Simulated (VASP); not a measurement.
Energy against volume of RuAl (CsCl type). All values below come from rev-vdW-DF2, VASP's PBE PAW potentials (set 64) (plane waves; VASP). Numerical set-up: 520 eV cut-off, 12×12×12 Γ-centred mesh, first-order Methfessel-Paxton smearing of 0.10 eV, potentials Al Ru_pv.

```tsv
V (Å³/atom)	E (eV/atom)
12.579	-5.23294
12.980	-5.25968
13.381	-5.26779
13.783	-5.26008
```

Q: Fit these four points and predict the energy of the run at 14.184 Å³/atom.

A: A cubic in V^(−2/3), the third-order Birch-Murnaghan form, passes through the four points with V0 = 13.38 Å³/atom and B0 = 210 GPa, and gives -5.2390 eV/atom there. The run gave -5.2389 eV/atom, +0.0 meV/atom from the fit; all five points give B0 = 210 GPa.

The compound is RuAl in the CsCl type structure. It was relaxed first.
